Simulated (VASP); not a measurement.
**ZnS (zinc blende): computed properties**

Calculation: PBEsol GGA, VASP's PBE PAW potentials (set 64) (plane waves; VASP 6.6.1).

```
Property                                                                          Result
-----------------------------------------------  ---------------------------------------
space group                                                                  F-43m (216)
cell                                             a = b = c = 5.355 Å, α = β = γ = 90.00°
volume per atom                                                            19.20 Å³/atom
band gap (over mesh and band path)                                               2.09 eV
smallest direct gap (over mesh and band path)                                    2.09 eV
band-edge character without spin-orbit coupling                           direct, Γ to Γ
band gap with spin-orbit coupling                                                2.07 eV
density                                                                       4.21 g/cm³
```

```
CELL_PARAMETERS angstrom
      0.00000     2.67767     2.67767
      2.67767     0.00000     2.67767
      2.67767     2.67767     0.00000
ATOMIC_POSITIONS crystal
  Zn 0.00000 0.00000 0.00000
  S  0.25000 0.25000 0.25000
```

Measured: gap 3.94 eV (computed value off by -1.85 eV), as given by Wei Chen et al., Physical Review Materials (2018), doi:10.1103/physrevmaterials.2.073803 [zero-point renormalisation of 0.1 eV added back (the table's ZPR column)]; a 5.410 Å (computed value off by -1.0 %), as given by Martin Albrecht et al., Physical review. B, Condensed matter (1997), arXiv:cond-mat/9706128. The calculation is for a static lattice, while the measured a holds thermal and zero-point effects, which are part of the difference.

The compound is ZnS in the zinc blende structure. It was relaxed first. Symmetry was kept, so distortions that lower it aren't found.
